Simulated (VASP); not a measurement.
# MgS (Niningerite): exact exchange and RPA correlation, part 2 of 6

How do semilocal functionals compare with the RPA for MgS (Niningerite), and at what cost? The scan starts from a database cell scaled to its smallest volume. The cell is of the rock-salt type. The start is a cell from a database of measured crystal structures.

VASP 6.6.1, plane waves and PAW; the level of theory is named at each step.

So far. Step 3 (Exact exchange, volume ratio 0.94): The Hartree-Fock energy on these orbitals is -6.9609 eV an atom. Step 4 (Empty bands, volume ratio 0.94): WAVECAR now holds 392 bands for 8 electrons.

## 5. RPA correlation, volume ratio 0.94

This step: RPA correlation on PBE orbitals; plane waves and PAW (S_GW, Mg_GW) (VASP 6.6.1).

The RPA correlation energy follows from the response function on imaginary frequencies; VASP computes it for a row of response cutoffs and extrapolates.

INCAR reads:

```
SYSTEM = MgS
PREC = Accurate
ENCUT = 300
ISMEAR = 0
SIGMA = 0.05
LREAL = .FALSE.
GGA = PE
NBANDS = 392
ALGO = ACFDT
ENCUTGW = 200
NOMEGA = 12
PRECFOCK = Fast
LWAVE = .FALSE.
LCHARG = .FALSE.
```

POSCAR reads:

```
MgS
1.0
    0.0000000000      2.5485401997      2.5485401997
    2.5485401997      0.0000000000      2.5485401997
    2.5485401997      2.5485401997      0.0000000000
S Mg
1 1
Direct
    0.5000000000      0.5000000000      0.5000000000
    0.0000000000      0.0000000000      0.0000000000
```

KPOINTS reads:

```
Automatic mesh
0
Gamma
4 4 4
0 0 0
```

The projector-augmented-wave data sets are S_GW and Mg_GW (PBE family, release 64).

Run with:

```bash
$ mpirun -np 8 vasp_std
```

Log:

```text
[banner, memory and clock lines left out]
running    8 mpi-ranks, on    1 nodes
 distrk:  each k-point on    8 cores,    1 groups
 distr:  one band on    1 cores,    8 groups

 POSCAR found type information on POSCAR S Mg
 POSCAR found :  2 types and       2 ions
 [... a notice as in an earlier step ...]

 LDA part: xc-table for (Slater+PW92), standard interpolation
 found WAVECAR, reading the header
 POSCAR, INCAR and KPOINTS ok, starting setup
 FFT: planning ... GRIDC
 FFT: planning ... GRID_SOFT
 FFT: planning ... GRID
 reading WAVECAR
 the WAVECAR file was read successfully
 initial charge from wavefunction
 available memory per node:     34.08 GB, setting MAXMEM to     34898

 The Fermi energy was updated, please check that it is located mid-gap
 values below the HOMO (VB) or above the LUMO (CB) will cause erroneous energies
 E-fermi :   5.7849

 the WAVEDER file was read successfully
 set NWRITE>2 for more details about minimax calculation
 number of imaginary grid points requested:      12
 number of distinct grids requested:  1
 quadrature errors minimized for energies in [ 0.288E+01, 0.302E+03 ]
 bosonic grid (T=0, re) determined with error: 0.3536E-08
 bosonic grid (re): 0.3536E-08
       0.6177       1.9786       3.7503       6.3287      10.3288
      16.7634      27.3624      45.1818      75.8949     131.2011
     242.0359     553.8824
energies w=
    0.000    0.618    0.000    1.979    0.000    3.750    0.000    6.329
    0.000   10.329    0.000   16.763    0.000   27.362    0.000   45.182
    0.000   75.895    0.000  131.201    0.000  242.036    0.000  553.882
 responsefunction array rank=     224
 LDA part: xc-table for (Slater+PW92), standard interpolation

 min. memory requirement per mpi rank     69.6 MB, per node    556.9 MB

 allocating   2 responsefunctions rank=   224
 shmem allocating  12 responsefunctions rank=   224
 response function shared by NCSHMEM nodes    1
 Doing            2  frequencies on each core in blocks of           12
NQ=   1    0.0000    0.0000    0.0000,
|.........|.........|.........|.........
 performed       1188000 updates of chi_q(r,r)
 total number of BLAS operations        311.49 Gflops
NQ=   2    0.2500    0.0000    0.0000,
|.........|.........|.........|.........
 performed       2376000 updates of chi_q(r,r)
 total number of BLAS operations        711.05 Gflops
NQ=   3    0.5000    0.0000    0.0000,
|.........|.........|.........|.........
 performed       3564000 updates of chi_q(r,r)
 total number of BLAS operations       1130.35 Gflops
NQ=   4    0.2500    0.2500    0.0000,
|.........|.........|.........|.........
 performed       4752000 updates of chi_q(r,r)
 total number of BLAS operations       1582.20 Gflops
NQ=   5    0.5000    0.2500    0.0000,
|.........|.........|.........|.........
 performed       5940000 updates of chi_q(r,r)
 total number of BLAS operations       2017.62 Gflops
NQ=   6   -0.2500    0.2500    0.0000,
|.........|.........|.........|.........
 performed       7128000 updates of chi_q(r,r)
 total number of BLAS operations       2469.47 Gflops
NQ=   7    0.5000    0.5000    0.0000,
|.........|.........|.........|.........
 performed       8316000 updates of chi_q(r,r)
 total number of BLAS operations       2938.06 Gflops
NQ=   8   -0.2500    0.5000    0.2500,
|.........|.........|.........|.........
 performed       9504000 updates of chi_q(r,r)
 total number of BLAS operations       3349.40 Gflops
 entering main loop
```

Wall time 13 s (8 MPI ranks of Intel Xeon 6975P-C (Granite Rapids), shared host); peak memory 1.2 GiB.

From OUTCAR (step 5):

```text
   k-points           NKPTS =      8   k-points in BZ     NKDIM =     64   number of bands    NBANDS=    392

   NELECT =       8.0000    total number of electrons

 E-fermi :   5.7849

 Hartree contr. to MP2           -6.240177      0.000000

 Hartree contr. to MP2           -3.227003      0.000000

 Hartree contr. to MP2           -0.757459      0.000000

 Hartree contr. to MP2           -1.519178      0.000000

      cutoff energy     smooth cutoff   RPA   correlation   Hartree contr. to MP2

      cutoff energy     smooth cutoff   RPA   correlation   Hartree contr. to MP2
---------------------------------------------------------------------------------
            200.000           160.000      -11.3550084156      -17.4283129746
            190.476           152.381      -11.2994455764      -17.3674097853
            181.406           145.125      -11.2402493711      -17.3023130585
            172.768           138.214      -11.1759938984      -17.2314059883
            164.541           131.632      -11.1068837474      -17.1548976903
            156.705           125.364      -11.0337824719      -17.0736013545
            149.243           119.394      -10.9550161560      -16.9856069629
            142.136           113.709      -10.8703290093      -16.8906381625
  linear regression

  converged value                          -12.0788448940      -18.2321967714

[... 7 parts as in an earlier step ...]

[... 2 further parts left out ...]
```

This step gave:

* RPA correlation energy: -12.08 eV

The correlation energy is -6.0394 eV an atom. With exact exchange the total is -13.0003 eV an atom.

## 6. Comparison: r2SCAN, volume ratio 0.94

This step: r2SCAN; plane waves and PAW (S_GW, Mg_GW) (VASP 6.6.1).

For comparison the same cell is computed with r2SCAN.

INCAR reads:

```
SYSTEM = MgS
PREC = Accurate
ENCUT = 300
EDIFF = 1E-06
NELM = 100
ISMEAR = 0
SIGMA = 0.05
LREAL = .FALSE.
ALGO = Normal
METAGGA = R2SCAN
LASPH = .TRUE.
NBANDS = 10
LWAVE = .FALSE.
LCHARG = .FALSE.
KPAR = 8
```

POSCAR is that of step 5.

KPOINTS is that of step 5.

Run with:

```bash
$ mpirun -np 8 vasp_std
```

Log:

```text
[banner, memory and clock lines left out]
running    8 mpi-ranks, on    1 nodes
 distrk:  each k-point on    1 cores,    8 groups
 distr:  one band on    1 cores,    1 groups

 POSCAR found type information on POSCAR S Mg
 POSCAR found :  2 types and       2 ions
 [... a notice as in an earlier step ...]

|                                                                             |
|               ----> ADVICE to this user running VASP <----                  |
|                                                                             |
|     You enforced a specific xc type in the INCAR file but a different       |
|     [... a line on the potential file left out ...]
|     I HOPE YOU KNOW WHAT YOU ARE DOING!                                     |
|                                                                             |

 LDA part: xc-table for (None), standard interpolation
 POSCAR, INCAR and KPOINTS ok, starting setup
 FFT: planning ... GRIDC
 FFT: planning ... GRID_SOFT
 FFT: planning ... GRID
 WAVECAR not read
 entering main loop
       N       E                     dE             d eps       ncg     rms          rms(c)
DAV:   1     0.914880E+01    0.91488E+01   -0.35288E+03   162   0.548E+02
DAV:   2    -0.161540E+02   -0.25303E+02   -0.24365E+02   220   0.898E+01
DAV:   3    -0.169967E+02   -0.84272E+00   -0.84210E+00   222   0.197E+01
DAV:   4    -0.170127E+02   -0.15977E-01   -0.15976E-01   236   0.235E+00
DAV:   5    -0.170128E+02   -0.82544E-04   -0.82543E-04   190   0.203E-01    0.280E+00
DAV:   6    -0.154570E+02    0.15558E+01   -0.97556E-01   164   0.583E+00    0.144E+00
DAV:   7    -0.154382E+02    0.18812E-01   -0.23373E-01   188   0.257E+00    0.588E-01
DAV:   8    -0.154413E+02   -0.31172E-02   -0.84654E-03   232   0.636E-01    0.102E-01
DAV:   9    -0.154412E+02    0.11088E-03   -0.66089E-04   190   0.150E-01    0.142E-02
DAV:  10    -0.154412E+02   -0.34461E-04   -0.46783E-05   238   0.439E-02    0.116E-02
DAV:  11    -0.154412E+02   -0.10253E-04   -0.62788E-06   202   0.143E-02    0.137E-03
DAV:  12    -0.154412E+02    0.22656E-06   -0.24947E-07   106   0.322E-03
   1 F= -.15441217E+02 E0= -.15441217E+02  d E =-.871771E-19
```

It took 3.4 s on 8 MPI ranks; peak memory 0.82 GiB.

Parts of OUTCAR (step 6):

```text
   NELECT =       8.0000    total number of electrons

 E-fermi :   4.4047

 k-point     1 :       0.0000    0.0000    0.0000
  band No.  band energies     occupation
      1      -9.4647      2.00000
      2       4.0995      2.00000
      3       4.0995      2.00000
      4       4.0995      2.00000
      5       9.2603      0.00000
      6      12.5474      0.00000
      7      12.5474      0.00000
      8      12.5474      0.00000
      9      15.0403      0.00000
    ...

  Total        1.0704389      1.0704389      1.0704389      0.0000000      0.0000000     -0.0000000
  in kB       51.8045601     51.8045601     51.8045601      0.0000000      0.0000000     -0.0000000
  external PRESSURE =      51.8045601 kB  Pullay stress =       0.0000000 kB

 POSITION                                       TOTAL-FORCE (eV/Angst)
 -----------------------------------------------------------------------------------
      2.54854      2.54854      2.54854        -0.000000     -0.000000      0.000000
      0.00000      0.00000      0.00000         0.000000      0.000000     -0.000000
 -----------------------------------------------------------------------------------
    total drift:                                0.000000      0.000000      0.000000

  FREE ENERGIE OF THE ION-ELECTRON SYSTEM (eV)
  ---------------------------------------------------
  free  energy   TOTEN  =       -15.4412174437 eV

  energy  without entropy=      -15.4412174437  energy(sigma->0) =      -15.44121744

[... 8 parts as in an earlier step ...]

[... 8 further parts left out ...]
```

The PAW data sets were made with PBE, which is usual practice but a small mismatch for other functionals.

This step gave:

```yaml
free_energy_toten: -15.44 eV
fermi_energy: 4.405 eV
pressure: 5.180 GPa
gap_on_the_k_mesh: 3.551 eV
least_direct_gap_on_the_k_mesh: 5.161 eV
```

Its energy is -7.7206 eV an atom, on a zero of its own.

## 7. Orbitals for comparison: HSE06, volume ratio 0.94

This step: PBE; plane waves and PAW (S_GW, Mg_GW) (VASP 6.6.1).

A hybrid converges faster from good orbitals, so a cheap PBE run writes WAVECAR first.

INCAR reads:

```
SYSTEM = MgS
PREC = Accurate
ENCUT = 300
EDIFF = 1E-05
NELM = 100
ISMEAR = 0
SIGMA = 0.05
LREAL = .FALSE.
ALGO = Normal
GGA = PE
NBANDS = 10
LORBIT = 11
LWAVE = .TRUE.
LCHARG = .FALSE.
KPAR = 8
```

POSCAR is that of step 6.

KPOINTS is that of step 6.

Run with:

```bash
$ mpirun -np 8 vasp_std
```

Log:

```text
[banner, memory and clock lines left out]
running    8 mpi-ranks, on    1 nodes
 distrk:  each k-point on    1 cores,    8 groups
 distr:  one band on    1 cores,    1 groups

 POSCAR found type information on POSCAR S Mg
 POSCAR found :  2 types and       2 ions
 [... a notice as in an earlier step ...]

 LDA part: xc-table for (Slater+PW92), standard interpolation
 POSCAR, INCAR and KPOINTS ok, starting setup
 FFT: planning ... GRIDC
 FFT: planning ... GRID_SOFT
 FFT: planning ... GRID
 WAVECAR not read
 entering main loop
       N       E                     dE             d eps       ncg     rms          rms(c)
[... 10 cycles as in an earlier step ...]
DAV:  11    -0.840379E+01    0.31005E-05   -0.74226E-06   106   0.143E-02
   1 F= -.84037866E+01 E0= -.84037866E+01  d E =-.939625E-12
 writing wavefunctions
```

Run time: 1.2 s. Hardware: 8 MPI ranks; peak memory 0.88 GiB; 4 s of CPU time.

From OUTCAR (step 7):

```text
   NELECT =       8.0000    total number of electrons

 E-fermi :   4.5725

 k-point     1 :       0.0000    0.0000    0.0000
  band No.  band energies     occupation
      1      -8.6983      2.00000
      2       4.3431      2.00000
      3       4.3431      2.00000
      4       4.3431      2.00000
      5       8.5489      0.00000
      6      12.2115      0.00000
      7      12.2115      0.00000
      8      12.2115      0.00000
      9      14.6861      0.00000
    ...

  Total        1.3559145      1.3559145      1.3559145      0.0000000      0.0000000     -0.0000000
  in kB       65.6203338     65.6203338     65.6203338      0.0000000      0.0000000     -0.0000000
  external PRESSURE =      65.6203338 kB  Pullay stress =       0.0000000 kB

 POSITION                                       TOTAL-FORCE (eV/Angst)
 -----------------------------------------------------------------------------------
      2.54854      2.54854      2.54854        -0.000000     -0.000000      0.000000
      0.00000      0.00000      0.00000         0.000000      0.000000      0.000000
 -----------------------------------------------------------------------------------
    total drift:                                0.000000      0.000000      0.000000

  FREE ENERGIE OF THE ION-ELECTRON SYSTEM (eV)
  ---------------------------------------------------
  free  energy   TOTEN  =        -8.4037866428 eV

  energy  without entropy=       -8.4037866428  energy(sigma->0) =       -8.40378664

[... 8 parts as in an earlier step ...]

[... 9 further parts left out ...]
```

Read from the output:

```yaml
free_energy_toten: -8.404 eV
fermi_energy: 4.572 eV
pressure: 6.562 GPa
gap_on_the_k_mesh: 2.884 eV
least_direct_gap_on_the_k_mesh: 4.206 eV
```

The run ends at a pressure of 6.56 GPa.

## 8. Comparison: HSE06, volume ratio 0.94

This step: HSE06; plane waves and PAW (S_GW, Mg_GW) (VASP 6.6.1).

For comparison the same cell is computed with HSE06.

INCAR reads:

```
SYSTEM = MgS
PREC = Accurate
ENCUT = 300
EDIFF = 1E-06
NELM = 100
ISMEAR = 0
SIGMA = 0.05
LREAL = .FALSE.
ALGO = Normal
LHFCALC = .TRUE.
AEXX = 0.25
GGA = PE
HFSCREEN = 0.2
LASPH = .TRUE.
NBANDS = 10
PRECFOCK = Fast
LWAVE = .FALSE.
LCHARG = .FALSE.
KPAR = 8
```

POSCAR is that of step 7.

KPOINTS is that of step 7.

The run starts from files that an earlier step left in the folder.

Run with:

```bash
$ mpirun -np 8 vasp_std
```

Log:

```text
[banner, memory and clock lines left out]
running    8 mpi-ranks, on    1 nodes
 distrk:  each k-point on    1 cores,    8 groups
 distr:  one band on    1 cores,    1 groups

 POSCAR found type information on POSCAR S Mg
 POSCAR found :  2 types and       2 ions
 [... a notice as in an earlier step ...]

 LDA part: xc-table for (Slater+PW92), standard interpolation
 found WAVECAR, reading the header
 POSCAR, INCAR and KPOINTS ok, starting setup
 FFT: planning ... GRIDC
 FFT: planning ... GRID_SOFT
 FFT: planning ... GRID
 reading WAVECAR
 the WAVECAR file was read successfully
 initial charge from wavefunction
 entering main loop
       N       E                     dE             d eps       ncg     rms          rms(c)
DAV:   1    -0.983745E+01   -0.98374E+01   -0.18202E-01   174   0.272E+00    0.153E-01
DAV:   2    -0.983854E+01   -0.10899E-02   -0.33837E-03   184   0.375E-01    0.113E-01
DAV:   3    -0.983832E+01    0.21321E-03   -0.18974E-04   204   0.988E-02    0.705E-02
DAV:   4    -0.983823E+01    0.91797E-04   -0.27036E-05   242   0.381E-02    0.429E-02
DAV:   5    -0.983820E+01    0.34564E-04   -0.98905E-06   234   0.219E-02    0.255E-02
DAV:   6    -0.983818E+01    0.13017E-04   -0.38666E-06   238   0.135E-02    0.151E-02
DAV:   7    -0.983818E+01    0.48453E-05   -0.14182E-06   168   0.822E-03    0.896E-03
DAV:   8    -0.983818E+01    0.18812E-05   -0.47731E-07    82   0.504E-03    0.537E-03
DAV:   9    -0.983818E+01    0.74285E-06   -0.30643E-07    80   0.421E-03
   1 F= -.98381773E+01 E0= -.98381773E+01  d E =-.642683E-19
```

Elapsed: 5 s, on 8 MPI ranks; peak memory 1.6 GiB; 34 s of CPU time.

From OUTCAR (step 8):

```text
   k-points           NKPTS =      8   k-points in BZ     NKDIM =     64   number of bands    NBANDS=     10

   NELECT =       8.0000    total number of electrons

 E-fermi :   3.9545

 k-point     1 :       0.0000    0.0000    0.0000
  band No.  band energies     occupation
      1     -10.7044      2.00000
      2       3.6480      2.00000
      3       3.6480      2.00000
      4       3.6481      2.00000
      5       9.0190      0.00000
      6      12.7443      0.00000
      7      12.7443      0.00000
      8      12.7443      0.00000
      9      15.4286      0.00000
    ...

 POSITION                                       TOTAL-FORCE (eV/Angst)
 -----------------------------------------------------------------------------------
      2.54854      2.54854      2.54854         0.000000      0.000000      0.000000
      0.00000      0.00000      0.00000        -0.000000     -0.000000     -0.000000
 -----------------------------------------------------------------------------------
    total drift:                                0.000025      0.000034      0.000033

  FREE ENERGIE OF THE ION-ELECTRON SYSTEM (eV)
  ---------------------------------------------------
  free  energy   TOTEN  =        -9.8381773196 eV

  energy  without entropy=       -9.8381773196  energy(sigma->0) =       -9.83817732

[... 8 parts as in an earlier step ...]

[... 8 further parts left out ...]
```

The k-mesh is coarse for exact exchange; levels may shift by about 0.1 eV on a finer one.

Read from the output:

```
free energy (TOTEN)            : -9.838 eV
Fermi energy                   : 3.954 eV
gap on the k-mesh              : 3.934 eV
least direct gap on the k-mesh : 5.371 eV
```

Its energy is -4.9191 eV an atom, on a zero of its own.

## 9. Orbitals, volume ratio 0.97

This step: PBE; plane waves and PAW (S_GW, Mg_GW) (VASP 6.6.1).

The same chain follows at a volume ratio of 0.97.

INCAR reads:

```
SYSTEM = MgS
PREC = Accurate
ENCUT = 300
EDIFF = 1E-08
NELM = 100
ISMEAR = 0
SIGMA = 0.05
LREAL = .FALSE.
ALGO = Normal
GGA = PE
NBANDS = 10
LORBIT = 11
LWAVE = .TRUE.
LCHARG = .FALSE.
KPAR = 8
```

POSCAR reads:

```
MgS
1.0
    0.0000000000      2.5753689102      2.5753689102
    2.5753689102      0.0000000000      2.5753689102
    2.5753689102      2.5753689102      0.0000000000
S Mg
1 1
Direct
    0.5000000000      0.5000000000      0.5000000000
    0.0000000000      0.0000000000      0.0000000000
```

KPOINTS is that of step 8.

Run with:

```bash
$ mpirun -np 8 vasp_std
```

Log:

```text
[... set-up lines as in an earlier step ...]
 entering main loop
       N       E                     dE             d eps       ncg     rms          rms(c)
DAV:   1     0.117527E+02    0.11753E+02   -0.34004E+03   160   0.535E+02
DAV:   2    -0.818292E+01   -0.19936E+02   -0.19146E+02   218   0.891E+01
DAV:   3    -0.883441E+01   -0.65150E+00   -0.65079E+00   210   0.172E+01
DAV:   4    -0.885274E+01   -0.18325E-01   -0.18324E-01   246   0.255E+00
[...]
DAV:  12    -0.843863E+01    0.64243E-06   -0.39712E-07   226   0.407E-03    0.259E-04
DAV:  13    -0.843863E+01    0.75124E-07   -0.21441E-08   188   0.803E-04    0.649E-05
DAV:  14    -0.843863E+01   -0.42638E-09   -0.94858E-10   108   0.220E-04
   1 F= -.84386308E+01 E0= -.84386308E+01  d E =-.120384E-15
 writing wavefunctions
```

Run time: 1.4 s. Hardware: 8 MPI ranks; peak memory 0.97 GiB.

From OUTCAR (step 9):

```text
  Total        0.7630400      0.7630400      0.7630400      0.0000000      0.0000000      0.0000000
  in kB       35.7857001     35.7857001     35.7857001      0.0000000      0.0000000      0.0000000
  external PRESSURE =      35.7857001 kB  Pullay stress =       0.0000000 kB

 POSITION                                       TOTAL-FORCE (eV/Angst)
 -----------------------------------------------------------------------------------
      2.57537      2.57537      2.57537        -0.000000     -0.000000     -0.000000
      0.00000      0.00000      0.00000         0.000000      0.000000      0.000000
 -----------------------------------------------------------------------------------
    total drift:                               -0.000000     -0.000000      0.000000

  FREE ENERGIE OF THE ION-ELECTRON SYSTEM (eV)
  ---------------------------------------------------
  free  energy   TOTEN  =        -8.4386308262 eV

  energy  without entropy=       -8.4386308262  energy(sigma->0) =       -8.43863083

[... 1 part as in an earlier step ...]

[... 2 further parts left out ...]
[key lines of the parts left out:]
E-fermi :   4.3205
```

The run ends at a pressure of 3.58 GPa.

(Continued in part 3 of 6.)

[Long decimals in the printed logs are rounded to 6 places.]

[Lines on the potential files, build, host, timing and source positions are cut from VASP's logs without a mark.]

[Logs are printed without paths, hosts, clocks, repeated set-up lines and the standing remarks that a program may print on its own settings, such as how far it seeks lower states.]

[Hosts, paths, dates, database ids (printed as entryN), source tags and the programs' standing remarks are cut or masked in the printed files.]

[Measured values are set beside computed ones only where the two were judged alike; some that the calculation misses by far are left out.]

[Pressures printed for these runs are not shown converged in the cutoff: they can be off by several GPa and have the wrong sign.]
